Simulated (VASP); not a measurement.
Given:

```
CELL_PARAMETERS angstrom
      0.00000     3.01695     3.01695
      3.01695     0.00000     3.01695
      3.01695     3.01695     0.00000
ATOMIC_POSITIONS crystal
  Ag 0.00000 0.00000 0.00000
  Br 0.50000 0.50000 0.50000
```

Computed with vdW-DF2, VASP's PBE PAW potentials (set 64) (plane waves; VASP). Settings: 520 eV cut-off, 7×7×7 Γ-centred mesh, Gaussian smearing of 0.050 eV, potentials Ag Br.

Question: What does the run give for the energy per atom (σ→0)?

Answer: 
| Item | Result |
|---|---|
| energy per atom (σ→0) | -0.115 eV/atom |

Only differences to runs with the same potentials and settings are physical.

The compound is AgBr in the rock salt structure. It was relaxed first, which changed the volume by +14 %. The start is the result of an earlier pass.
